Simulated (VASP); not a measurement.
# TiTe2: cell size and functional, part 2 of 2

Which functional gives which lattice for TiTe2? The starting structure is a measured crystal structure from the Crystallography Open Database. The first relaxation on each setting starts from this cell expanded by 3 % in volume.

VASP 6.6.1.

Results so far: PBEsol 25.37 Å³ an atom; LDA 24.56 Å³ an atom; PBE 27.87 Å³ an atom.

### Step 5. Relaxation with PBEsol + D3(BJ)

Level of this step: PBEsol with D3(BJ), no spin polarisation; plane waves and PAW (Te, Ti_sv) (VASP).

D3 with Becke-Johnson damping keeps a finite attraction at short range. This run starts from the cell of an earlier relaxation, which isn't shown; the restart sets up the plane waves anew.

The input, INCAR:

```
SYSTEM = TiTe2
PREC = Accurate
ENCUT = 450
EDIFF = 1E-06
NELM = 100
ISMEAR = 1
SIGMA = 0.15
LREAL = .FALSE.
ALGO = Normal
GGA = PS
IVDW = 12
NBANDS = 18
LORBIT = 11
LWAVE = .FALSE.
LCHARG = .FALSE.
KPAR = 4
IBRION = 2
NSW = 50
ISIF = 3
EDIFFG = -0.004
```

The input, POSCAR:

```
TiTe2
1.0
    3.6194263978      0.0000000000      0.0000000000
   -1.8097131989      3.1345152076      0.0000000000
    0.0000000000      0.0000000000      6.2205894287
Te Ti
2 1
Direct
    0.3333333333      0.6666666667      0.7218835560
    0.6666666667      0.3333333333      0.2781164440
    0.0000000000      0.0000000000      0.0000000000
```

The input, KPOINTS:

```
Automatic mesh
0
Gamma
12 12 6
0 0 0
```

PAW data sets: Te and Ti_sv (PBE family, release 64).

Started as:

```bash
mpirun -np 4 vasp_std
```

Output:

```text
[banner, memory and clock lines left out]
running    4 mpi-ranks, on    1 nodes
[...]
[... a notice as in an earlier step ...]

 LDA part: xc-table for (Slater+PW92), standard interpolation
 POSCAR, INCAR and KPOINTS ok, starting setup
[...]
entering main loop
       N       E                     dE             d eps       ncg     rms          rms(c)
DAV:   1     0.169677700745E+03    0.16968E+03   -0.10135E+04  3600   0.114E+03
DAV:   2    -0.393246592827E+01   -0.17361E+03   -0.16968E+03  3824   0.301E+02
DAV:   3    -0.188315819631E+02   -0.14899E+02   -0.14590E+02  5606   0.830E+01
DAV:   4    -0.193220357746E+02   -0.49045E+00   -0.48878E+00  4596   0.139E+01
[...]
DAV:  13    -0.174779006970E+02    0.20717E-04   -0.10521E-04  4264   0.861E-02    0.339E-02
DAV:  14    -0.174778988569E+02    0.18401E-05   -0.77695E-06  4330   0.199E-02    0.111E-02
DAV:  15    -0.174778980119E+02    0.84500E-06   -0.17257E-06  2708   0.113E-02
   1 F= -.19084134E+02 E0= -.19084519E+02  d E =-.190841E+02
[... from here on, the cycles between the ionic steps are left out ...]
   2 F= -.19084133E+02 E0= -.19084517E+02  d E =0.452226E-06
   3 F= -.19084141E+02 E0= -.19084525E+02  d E =-.696912E-05
   4 F= -.19084140E+02 E0= -.19084525E+02  d E =-.648793E-05
   5 F= -.19084145E+02 E0= -.19084530E+02  d E =-.447694E-05
   6 F= -.19084147E+02 E0= -.19084531E+02  d E =-.637680E-05
   7 F= -.19084148E+02 E0= -.19084532E+02  d E =-.737373E-05
   8 F= -.19084149E+02 E0= -.19084533E+02  d E =-.134280E-05
   9 F= -.19084145E+02 E0= -.19084529E+02  d E =0.230172E-05
[...]
reached required accuracy - stopping structural energy minimisation
```

The job ended after 4.4 min (4 MPI ranks of AMD EPYC 7R43, shared host; peak memory 1 GiB).

Parts of OUTCAR (step 5):

```text
 Edisp (eV)   -1.60755

 Edisp (eV)   -1.60863

  Total      -0.00291    -0.00291     0.00139     0.00000    -0.00000     0.00000
  in kB      -0.06622    -0.06622     0.03160     0.00000    -0.00000     0.00000
  external pressure =       -0.03 kB  Pullay stress =        0.00 kB

 POSITION                                       TOTAL-FORCE (eV/Angst)
 -----------------------------------------------------------------------------------
     -0.00000      2.08927      4.48421         0.000000      0.000000      0.001445
      1.80936      1.04464      1.72992        -0.000000     -0.000000     -0.001445
     -0.00000      0.00000      0.00000         0.000000      0.000000      0.000000
 -----------------------------------------------------------------------------------
    total drift:                               -0.000000     -0.000000     -0.000000

  FREE ENERGIE OF THE ION-ELECTRON SYSTEM (eV)
  ---------------------------------------------------
  free  energy   TOTEN  =       -19.0841452036 eV

  energy  without entropy=      -19.0852958259  energy(sigma->0) =      -19.08452874

[... 2 parts as in an earlier step ...]

[... 2 further parts left out ...]
[key lines of the parts left out:]
E-fermi :   8.3789
```

With PBEsol + D3(BJ) the relaxed cell holds 23.491 Å³ an atom, -12.22 % against the measured cell, with a = 3.619 Å and c = 6.214 Å. That is -7.42 % from PBEsol. Pressures at 0.985 and 1.015 times this volume, from two more relaxations that aren't shown, give a bulk modulus of 56.1 GPa.

### Step 6. Relaxation with r2SCAN

r2SCAN adds the kinetic-energy density, costs more than a GGA and is run with LASPH.

Changes to INCAR since step 5:

```diff
@@ -9,4 +9,4 @@
 ALGO = Normal
-GGA = PS
-IVDW = 12
+METAGGA = R2SCAN
+LASPH = .TRUE.
 NBANDS = 18
```

The input, POSCAR:

```
TiTe2
1.0
    3.8143984718      0.0000000000      0.0000000000
   -1.9071992359      3.3033659767      0.0000000000
    0.0000000000      0.0000000000      6.5623408181
Te Ti
2 1
Direct
    0.3333333333      0.6666666667      0.7372000000
    0.6666666667      0.3333333333      0.2628000000
    0.0000000000      0.0000000000      0.0000000000
```

KPOINTS is that of step 5.

Started as:

```bash
mpirun -np 4 vasp_std
```

Output:

```text
[banner, memory and clock lines left out]
running    4 mpi-ranks, on    1 nodes
[...]
[... a notice as in an earlier step ...]

 LDA part: xc-table for (None), standard interpolation
 POSCAR, INCAR and KPOINTS ok, starting setup
[...]
entering main loop
       N       E                     dE             d eps       ncg     rms          rms(c)
DAV:   1     0.116857992839E+03    0.11686E+03   -0.10244E+04  3608   0.114E+03
DAV:   2    -0.572982118718E+02   -0.17416E+03   -0.17071E+03  3924   0.298E+02
DAV:   3    -0.728044882507E+02   -0.15506E+02   -0.15136E+02  5800   0.840E+01
DAV:   4    -0.732945679531E+02   -0.49008E+00   -0.48806E+00  4660   0.142E+01
[...]
DAV:  15    -0.662589040854E+02    0.17568E-05   -0.47944E-05  4374   0.528E-02    0.251E-02
DAV:  16    -0.662589059752E+02   -0.18898E-05   -0.29440E-06  3316   0.126E-02    0.127E-02
DAV:  17    -0.662589062028E+02   -0.22767E-06   -0.18669E-06  2260   0.862E-03
   1 F= -.66258906E+02 E0= -.66258782E+02  d E =-.662589E+02
[... from here on, the cycles between the ionic steps are left out ...]
   2 F= -.66265906E+02 E0= -.66265751E+02  d E =-.699947E-02
   3 F= -.66268341E+02 E0= -.66268185E+02  d E =-.943491E-02
   4 F= -.66273162E+02 E0= -.66273024E+02  d E =-.482089E-02
   5 F= -.66279211E+02 E0= -.66279204E+02  d E =-.108698E-01
   6 F= -.66279396E+02 E0= -.66279430E+02  d E =-.110545E-01
   7 F= -.66282545E+02 E0= -.66282455E+02  d E =-.314964E-02
   8 F= -.66285039E+02 E0= -.66284717E+02  d E =-.564328E-02
   9 F= -.66285256E+02 E0= -.66284910E+02  d E =-.586020E-02
[...]
hard stop encountered!  aborting job ...
[...]
|     The electronic self-consistency was not achieved in the given           |
[...]
soft stop encountered!  aborting job ...
  10 F= -.66285323E+02 E0= -.66284987E+02  d E =-.100889E-02
 deleting file STOPCAR
```

It took 20 min on 4 MPI ranks; peak memory 1.1 GiB.

The run was stopped at its time limit, after 10 ionic steps.

### Step 7. Relaxation with PBEsol+U (Ti d 4 eV)

The U is chosen by hand, not computed for this crystal, and pushes the named shell towards whole occupations.

Changes to INCAR since step 6:

```diff
@@ -9,5 +9,12 @@
 ALGO = Normal
-METAGGA = R2SCAN
+GGA = PS
+NBANDS = 18
+LDAU = .TRUE.
+LDAUTYPE = 2
+LDAUL = -1 2
+LDAUU = 0 4
+LDAUJ = 0 0
+LDAUPRINT = 1
 LASPH = .TRUE.
-NBANDS = 18
+LMAXMIX = 4
 LORBIT = 11
```

POSCAR is that of step 6.

KPOINTS is that of step 6.

Started as:

```bash
mpirun -np 4 vasp_std
```

Output:

```text
[... set-up lines as in an earlier step ...]
 entering main loop
       N       E                     dE             d eps       ncg     rms          rms(c)
DAV:   1     0.164930189731E+03    0.16493E+03   -0.99414E+03  3608   0.111E+03
DAV:   2    -0.311918949620E+01   -0.16805E+03   -0.16462E+03  3926   0.288E+02
DAV:   3    -0.177927135068E+02   -0.14674E+02   -0.14352E+02  5686   0.809E+01
DAV:   4    -0.182227581626E+02   -0.43004E+00   -0.42870E+00  4818   0.134E+01
[...]
DAV:  15    -0.146769840701E+02    0.14073E-04   -0.32432E-05  4348   0.449E-02    0.324E-02
DAV:  16    -0.146769815646E+02    0.25054E-05   -0.58726E-06  4548   0.177E-02    0.702E-03
DAV:  17    -0.146769813659E+02    0.19878E-06   -0.44758E-07  2178   0.452E-03
   1 F= -.14676981E+02 E0= -.14676756E+02  d E =-.146770E+02
[... from here on, the cycles between the ionic steps are left out ...]
   2 F= -.14679241E+02 E0= -.14678996E+02  d E =-.225955E-02
   3 F= -.14685940E+02 E0= -.14685715E+02  d E =-.895832E-02
   4 F= -.14685938E+02 E0= -.14685713E+02  d E =-.895639E-02
   5 F= -.14686187E+02 E0= -.14685972E+02  d E =-.248818E-03
   6 F= -.14686340E+02 E0= -.14686150E+02  d E =-.402434E-03
   7 F= -.14686341E+02 E0= -.14686150E+02  d E =-.402940E-03
   8 F= -.14686302E+02 E0= -.14686099E+02  d E =-.364636E-03
   9 F= -.14686339E+02 E0= -.14686146E+02  d E =-.401420E-03
  10 F= -.14686340E+02 E0= -.14686148E+02  d E =-.402286E-03
  11 F= -.14686359E+02 E0= -.14686167E+02  d E =-.186169E-04
  12 F= -.14686361E+02 E0= -.14686170E+02  d E =-.209952E-04
  13 F= -.14686369E+02 E0= -.14686179E+02  d E =-.845017E-05
  14 F= -.14686390E+02 E0= -.14686200E+02  d E =-.288755E-04
  15 F= -.14686410E+02 E0= -.14686220E+02  d E =-.485562E-04
  16 F= -.14686410E+02 E0= -.14686220E+02  d E =-.484795E-04
  17 F= -.14686412E+02 E0= -.14686223E+02  d E =-.249132E-05
 trial-energy change:   -0.000002  1 .order   -0.000003   -0.000005   -0.000002
 step:   1.2560(harm=  1.2560)  dis= 0.00018  next Energy=   -14.686414 (dE=-0.472E-05)
 reached required accuracy - stopping structural energy minimisation
```

The job ended after 6.7 min (4 MPI ranks; peak memory 1 GiB; 27 min of CPU time).

OUTCAR, selected parts (step 7):

```text
  Total       -0.0085016     -0.0085016      0.0044435      0.0000000      0.0000000     -0.0000000
  in kB       -0.1690689     -0.1690689      0.0883671      0.0000000      0.0000000     -0.0000000
  external PRESSURE =      -0.0832569 kB  Pullay stress =       0.0000000 kB

 POSITION                                       TOTAL-FORCE (eV/Angst)
 -----------------------------------------------------------------------------------
     -0.00000      2.18257      4.79505         0.000000      0.000000     -0.002487
      1.89017      1.09129      1.71457        -0.000000     -0.000000      0.002487
      0.00000      0.00000      0.00000        -0.000000     -0.000000      0.000000
 -----------------------------------------------------------------------------------
    total drift:                               -0.000000      0.000000      0.000000

  FREE ENERGIE OF THE ION-ELECTRON SYSTEM (eV)
  ---------------------------------------------------
  free  energy   TOTEN  =       -14.6864120081 eV

  energy  without entropy=      -14.6858464397  energy(sigma->0) =      -14.68622349

[... 2 parts as in an earlier step ...]

[... 2 further parts left out ...]
[key lines of the parts left out:]
E-fermi :   7.0122
```

With PBEsol+U (Ti d 4 eV) the relaxed cell holds 26.855 Å³ an atom, +0.36 % against the measured cell, with a = 3.780 Å and c = 6.510 Å. That is +5.84 % from PBEsol. Pressures at 0.985 and 1.015 times this volume, from two more relaxations that aren't shown, give a bulk modulus of 26.8 GPa.

### Step 8. Relaxation with LDA+U (Ti d 4 eV)

This run starts from the cell of an earlier relaxation, which isn't shown; the restart sets up the plane waves anew.

Changes to INCAR since step 7:

```diff
@@ -9,3 +9,3 @@
 ALGO = Normal
-GGA = PS
+GGA = CA
 NBANDS = 18
```

The input, POSCAR:

```
TiTe2
1.0
    3.7469456675      0.0000000000      0.0000000000
   -1.8734728337      3.2449501346      0.0000000000
    0.0000000000      0.0000000000      6.3891306145
Te Ti
2 1
Direct
    0.3333333333      0.6666666667      0.7335064121
    0.6666666667      0.3333333333      0.2664935879
    0.0000000000      0.0000000000      0.0000000000
```

KPOINTS is that of step 7.

The projector-augmented-wave data sets are Te and Ti_sv (LDA family, release 64).

Started as:

```bash
mpirun -np 4 vasp_std
```

Output:

```text
[... set-up lines as in an earlier step ...]
 entering main loop
       N       E                     dE             d eps       ncg     rms          rms(c)
DAV:   1     0.168052121760E+03    0.16805E+03   -0.10068E+04  3600   0.112E+03
DAV:   2    -0.360084651590E+01   -0.17165E+03   -0.16823E+03  3920   0.293E+02
DAV:   3    -0.180958698039E+02   -0.14495E+02   -0.14076E+02  5528   0.809E+01
DAV:   4    -0.185483790727E+02   -0.45251E+00   -0.45148E+00  4824   0.134E+01
[...]
DAV:  15    -0.154175915410E+02    0.54127E-05   -0.10402E-05  4244   0.240E-02    0.264E-02
DAV:  16    -0.154175899902E+02    0.15508E-05   -0.56061E-06  4050   0.174E-02    0.328E-03
DAV:  17    -0.154175899654E+02    0.24788E-07   -0.24961E-07  2120   0.376E-03
   1 F= -.15417590E+02 E0= -.15417416E+02  d E =-.154176E+02
[...]
2 F= -.15417585E+02 E0= -.15417409E+02  d E =0.509848E-05
[...]
3 F= -.15417597E+02 E0= -.15417422E+02  d E =-.698485E-05
[...]
4 F= -.15417598E+02 E0= -.15417423E+02  d E =-.764203E-05
[...]
reached required accuracy - stopping structural energy minimisation
```

Elapsed: 68 s, on 4 MPI ranks; peak memory 0.91 GiB.

Parts of OUTCAR (step 8):

```text
  Total       -0.0000150     -0.0000150     -0.0035632     -0.0000000      0.0000000     -0.0000000
  in kB       -0.0003086     -0.0003086     -0.0735231     -0.0000000      0.0000000     -0.0000000
  external PRESSURE =      -0.0247134 kB  Pullay stress =       0.0000000 kB

 POSITION                                       TOTAL-FORCE (eV/Angst)
 -----------------------------------------------------------------------------------
     -0.00000      2.16299      4.68561         0.000000     -0.000000     -0.003239
      1.87320      1.08150      1.70233        -0.000000      0.000000      0.003239
      0.00000      0.00000      0.00000         0.000000      0.000000     -0.000000
 -----------------------------------------------------------------------------------
    total drift:                                0.000000      0.000000      0.000000

  FREE ENERGIE OF THE ION-ELECTRON SYSTEM (eV)
  ---------------------------------------------------
  free  energy   TOTEN  =       -15.4175976074 eV

  energy  without entropy=      -15.4170742973  energy(sigma->0) =      -15.41742317

[... 2 parts as in an earlier step ...]

[... 2 further parts left out ...]
[key lines of the parts left out:]
E-fermi :   7.4073
```

With LDA+U (Ti d 4 eV) the relaxed cell holds 25.882 Å³ an atom, -3.28 % against the measured cell, with a = 3.746 Å and c = 6.388 Å. That is +2.00 % from PBEsol. Pressures at 0.985 and 1.015 times this volume, from two more relaxations that aren't shown, give a bulk modulus of 35.8 GPa.

### Step 9. Comparison

| level | ended | volume (Å³/atom) | against the measured cell (%) | a (Å) | c (Å) | bulk modulus (GPa) | pressure left (GPa) | core minutes |
| --- | --- | --- | --- | --- | --- | --- | --- | --- |
| PBEsol | converged | 25.374 | -5.18 | 3.698 | 6.4274 | 37.6 | -0.02 | 23.1 |
| LDA | converged | 24.56 | -8.22 | 3.6673 | 6.3259 | 43.8 | 0.02 | 38.9 |
| PBE | converged | 27.866 | 4.13 | 3.7737 | 6.7783 | 14.7 | -0.01 | 30.7 |
| PBEsol + D3(BJ) | converged | 23.491 | -12.22 | 3.6187 | 6.2141 | 56.1 | 0.0 | 51.1 |
| r2SCAN | cut off by time | - | - | - | - | - | - | 81.7 |
| PBEsol+U (Ti d 4 eV) | converged | 26.855 | 0.36 | 3.7803 | 6.5096 | 26.8 | -0.01 | 26.7 |
| LDA+U (Ti d 4 eV) | converged | 25.882 | -3.28 | 3.7464 | 6.3879 | 35.8 | 0.0 | 18.9 |

Core minutes are wall time times ranks, summed over the relaxations behind a row (those for a bulk modulus apart), on shared hosts.

### Step 10. Summary of results

```json
{
  "volume, PBEsol": "25.37 Å³/atom",
  "volume, LDA": "24.56 Å³/atom",
  "volume, PBE": "27.87 Å³/atom",
  "volume, PBEsol + D3(BJ)": "23.49 Å³/atom",
  "volume, PBEsol+U (Ti d 4 eV)": "26.85 Å³/atom",
  "volume, LDA+U (Ti d 4 eV)": "25.88 Å³/atom"
}
```

What this shows: Across 6 levels the volume of TiTe2 spans 18.6 %, from 23.49 Å³ an atom (PBEsol + D3(BJ)) to 27.87 Å³ (PBE). Against the measured volume of the starting structure, PBEsol+U (Ti d 4 eV) comes nearest (+0.4 %) and PBEsol + D3(BJ) lies farthest (-12.2 %). The measured cell holds zero-point expansion and, unless it was taken cold, thermal expansion, which the runs lack, so small differences decide nothing. Adding D3(BJ) to PBEsol changes the volume by -7.4 %. The bulk modulus goes from 14.7 GPa (PBE) to 56.1 GPa (PBEsol + D3(BJ)). LASPH is on in some of these runs and off in others, which adds a little to the differences. The bonds form layers, and levels without a dispersion term can match their spacing only by luck. All runs keep the symmetry of the start, so they can't find a distortion of lower symmetry. No result to use came from r2SCAN. Further runs on this material are not shown.

[Lines on the potential files, build, host, timing and source positions are cut from VASP's logs without a mark.]

[Logs are printed without paths, hosts, clocks, repeated set-up lines and the standing remarks that a program may print on its own settings, such as how far it seeks lower states.]

[Hosts, paths, dates, database ids (printed as entryN), source tags and the programs' standing remarks are cut or masked in the printed files.]
